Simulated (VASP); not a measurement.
Calculation: PBE GGA with D3 dispersion (Becke-Johnson damping), VASP's PBE PAW potentials (set 64) (plane waves; VASP).

VASP ran on this input.

**KPOINTS**
```
k-points along high-symmetry lines
10
Line-mode
Reciprocal
  0.000000   0.000000   0.000000 ! GAMMA
  0.000000   0.500000   0.000000 ! M

  0.000000   0.500000   0.000000 ! M
 -0.333333   0.666667   0.000000 ! K

 -0.333333   0.666667   0.000000 ! K
  0.000000   0.000000   0.000000 ! GAMMA

  0.000000   0.000000   0.000000 ! GAMMA
  0.000000   0.000000   0.500000 ! A

  0.000000   0.000000   0.500000 ! A
  0.000000   0.500000   0.500000 ! L

  0.000000   0.500000   0.500000 ! L
 -0.333333   0.666667   0.500000 ! H

 -0.333333   0.666667   0.500000 ! H
  0.000000   0.000000   0.500000 ! A

  0.000000   0.500000   0.500000 ! L
  0.000000   0.500000   0.000000 ! M

 -0.333333   0.666667   0.500000 ! H
 -0.333333   0.666667   0.000000 ! K
```

POSCAR:
```
CdSe
14.1320920
  0.1533179969  -0.2655545433   0.0000000000
  0.1533179969   0.2655545433   0.0000000000
  0.0000000000   0.0000000000   0.4999999845
Cd Se
2 2
Direct
  0.6666670000   0.3333330000   0.5000604311
  0.3333330000   0.6666670000   0.0000604311
  0.6666670000   0.3333330000   0.8759395689
  0.3333330000   0.6666670000   0.3759395689
```

**INCAR**
```
! general
SYSTEM   =  CdSe
PREC     =  Accurate
ENCUT    =  520
LREAL    =  .FALSE.
LASPH    =  .TRUE.
ICHARG   =  11

! electronic loop
EDIFF    =  1E-7
NELM     =  100
ALGO     =  Normal
LMAXMIX  =  4

! smearing
ISMEAR   =  0
SIGMA    =  0.05

! functional
GGA      =  PE
IVDW     =  12

! output
LWAVE    =  .FALSE.
LCHARG   =  .FALSE.
LORBIT   =  11
```

POTCAR, in this order: Cd Se (PBE.64 set). Program: vasp_std. Read from the step before: CHGCAR.

The resulting files:

OSZICAR:
```
       N       E                     dE             d eps       ncg     rms          rms(c)
DAV:   1     0.240281089354E+03    0.24028E+03   -0.17455E+04  3960   0.147E+03
DAV:   2     0.239980573065E+01   -0.23788E+03   -0.23328E+03  4446   0.349E+02
DAV:   3    -0.100743107197E+02   -0.12474E+02   -0.12384E+02  4686   0.791E+01
DAV:   4    -0.101911649769E+02   -0.11685E+00   -0.11679E+00  4398   0.725E+00
DAV:   5    -0.101923285336E+02   -0.11636E-02   -0.11632E-02  4746   0.632E-01
DAV:   6    -0.101923486010E+02   -0.20067E-04   -0.20067E-04  4502   0.737E-02
DAV:   7    -0.101923491243E+02   -0.52336E-06   -0.52325E-06  4802   0.978E-03
DAV:   8    -0.101923491401E+02   -0.15786E-07   -0.15776E-07  3472   0.151E-03
   1 F= -.11436717E+02 E0= -.11436717E+02  d E =-.101699E-10
```

File OUTCAR:
```
 val. band max:        0.7805020981   @ k =   0.0000   0.0000   0.0000

 cond. band min:       1.4007438180   @ k =   0.0000   0.0000   0.0000



 k-point     1 :       0.0000    0.0000    0.0000
  band No.  band energies     occupation
      1     -11.7028      2.00000
      2     -11.3434      2.00000
      3      -7.0787      2.00000
      4      -7.0726      2.00000
      5      -7.0726      2.00000
      6      -7.0086      2.00000
      7      -7.0086      2.00000
      8      -6.7613      2.00000
      9      -6.7613      2.00000
     10      -6.7024      2.00000
     11      -6.7024      2.00000
     12      -6.4466      2.00000
     13      -3.4807      2.00000
     14       0.0441      2.00000
     15       0.0441      2.00000
     16       0.7370      2.00000
     17       0.7805      2.00000
     18       0.7805      2.00000
     19       1.4007      0.00000
     20       2.9581      0.00000
     21       6.6358      0.00000
     22       6.6359      0.00000

 k-point     2 :       0.0000    0.0556    0.0000
  band No.  band energies     occupation
      1     -11.6935      2.00000
      2     -11.3390      2.00000
      3      -7.0765      2.00000
      4      -7.0692      2.00000
      5      -7.0649      2.00000
      6      -7.0047      2.00000
      7      -7.0040      2.00000
      8      -6.7630      2.00000
      9      -6.7615      2.00000
     10      -6.7057      2.00000
     11      -6.7018      2.00000
     12      -6.4409      2.00000
     13      -3.4619      2.00000
     14      -0.1102      2.00000
     15       0.0043      2.00000
     16       0.4358      2.00000
     17       0.7175      2.00000
     18       0.7584      2.00000
     19       1.7357      0.00000
     20       3.1149      0.00000
     21       6.5156      0.00000
     22       6.6848      0.00000

 k-point     3 :       0.0000    0.1111    0.0000
  band No.  band energies     occupation
      1     -11.6664      2.00000
      2     -11.3267      2.00000
...
```

The density is held fixed in this step, so its total energy and stress have no physical meaning.

The compound is CdSe in the wurtzite structure. It was relaxed first.
